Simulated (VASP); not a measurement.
Input:

```
CELL_PARAMETERS angstrom
      6.45965     0.00000     0.00000
      3.22982     5.59422     0.00000
      0.00000     0.00000    21.85880
ATOMIC_POSITIONS crystal
  Zr 0.83664 0.33297 0.32774
  Zr 0.33038 0.33297 0.32774
  Zr 0.83425 0.83149 0.32791
  Zr 0.33186 0.83628 0.32780
  Zr 0.00039 0.00022 0.43900
  Zr 0.49939 0.00022 0.43900
  Zr 0.00094 0.49812 0.43890
  Zr 0.50094 0.49813 0.43951
  Zr 0.82969 0.33727 0.56418
  Zr 0.33303 0.33727 0.56418
  Zr 0.83536 0.82927 0.55758
  Zr 0.33004 0.83991 0.56395
  Zr 0.98782 0.99292 0.67416
  Zr 0.51925 0.99292 0.67416
  Zr 0.00175 0.49649 0.67460
  Zr 0.49337 0.51326 0.67902
  S  0.25153 0.99694 0.75503
```

The numbers are results of PBE GGA, VASP's PBE PAW potentials (set 64) (plane waves; VASP), not measurements. Settings: PREC = Normal, EDIFF = 1E-5, 400 eV cut-off, 5×5×1 Γ-centred mesh, first-order Methfessel-Paxton smearing of 0.10 eV, potentials Zr_sv S.

**Question.** The ions are relaxed. Give the cell that the relaxation ends in.

**Answer.** 
```
CELL_PARAMETERS angstrom
      6.45965     0.00000     0.00000
      3.22982     5.59422     0.00000
      0.00000     0.00000    21.85880
ATOMIC_POSITIONS crystal
  Zr 0.82503 0.33476 0.32711
  Zr 0.34021 0.33476 0.32711
  Zr 0.82750 0.84500 0.32611
  Zr 0.33280 0.83440 0.33087
  Zr 0.99835 0.00274 0.43955
  Zr 0.49892 0.00274 0.43955
  Zr 0.99928 0.50144 0.43312
  Zr 0.49924 0.50152 0.44169
  Zr 0.82021 0.34822 0.56017
  Zr 0.33157 0.34822 0.56017
  Zr 0.82180 0.85640 0.55795
  Zr 0.32462 0.85076 0.56760
  Zr 0.99328 0.00948 0.67915
  Zr 0.49724 0.00948 0.67915
  Zr 0.99204 0.51592 0.66356
  Zr 0.49184 0.51633 0.68144
  S  0.32275 0.85450 0.76017
```

**Question.** How much energy does the relaxation gain?

**Answer.** The energy (σ→0) changes by -11.9 meV/atom, in 42 ionic steps.

The cell is a thin slab with vacuum, built from Zr (hcp): (001) face, S adsorbed.
